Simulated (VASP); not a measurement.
Input:

```yaml
crystal:
  lattice:
    - [3.04115, 0.00000, 0.00000]
    - [-1.52058, 2.63372, 0.00000]
    - [0.00000, 0.00000, 5.06404]
  atoms:
    - { symbol: Ni, position: [0.33333, 0.66667, 0.00176] }
    - { symbol: Ni, position: [0.66667, 0.33333, 0.50176] }
    - { symbol: N, position: [0.33333, 0.66667, 0.37324] }
    - { symbol: N, position: [0.66667, 0.33333, 0.87324] }
```

Level of theory: PBE GGA, VASP's PBE PAW potentials (set 64) (plane waves; VASP 6.6.1). Numerical set-up: 520 eV cut-off, Gaussian smearing of 0.050 eV, potentials Ni N.

Give the energies of bands 5 to 18 at the high-symmetry points, in eV from the Fermi level.

| band | Γ | M | K | A | L | H |
|---|---|---|---|---|---|---|
| 5 | -5.33 | -5.08 | -5.24 | -5.20 | -4.83 | -5.72 |
| 6 | -5.33 | -5.00 | -5.24 | -5.20 | -4.83 | -5.72 |
| 7 | -5.00 | -4.61 | -4.54 | -5.20 | -4.66 | -4.22 |
| 8 | -5.00 | -4.17 | -4.54 | -5.20 | -4.66 | -4.22 |
| 9 | -2.59 | -2.69 | -2.91 | -2.32 | -2.17 | -2.75 |
| 10 | -2.59 | -2.23 | -2.64 | -2.32 | -2.17 | -2.75 |
| 11 | -2.14 | -2.18 | -2.64 | -2.32 | -2.13 | -1.79 |
| 12 | -2.14 | -2.00 | -2.59 | -2.32 | -2.13 | -1.79 |
| 13 | -1.76 | -1.89 | -1.78 | 0.17 | -1.69 | -1.44 |
| 14 | 1.18 | -1.41 | -0.92 | 0.17 | -1.69 | -1.44 |
| 15 | 1.18 | -1.10 | -0.92 | 1.81 | 0.24 | -1.02 |
| 16 | 2.24 | -0.87 | -0.15 | 1.81 | 0.24 | -1.02 |
| 17 | 2.48 | 0.65 | -0.15 | 1.81 | 0.25 | 0.35 |
| 18 | 2.48 | 1.20 | -0.09 | 1.81 | 0.25 | 0.35 |

It has no gap at this level: it comes out as a metal or semimetal.

The structure was generated: NiN was put into the wurtzite type (P6_3mc), which need not be its known phase. It was relaxed first, which changed the volume by -11 %. The run is not spin-polarised, so no magnetic state was tried.
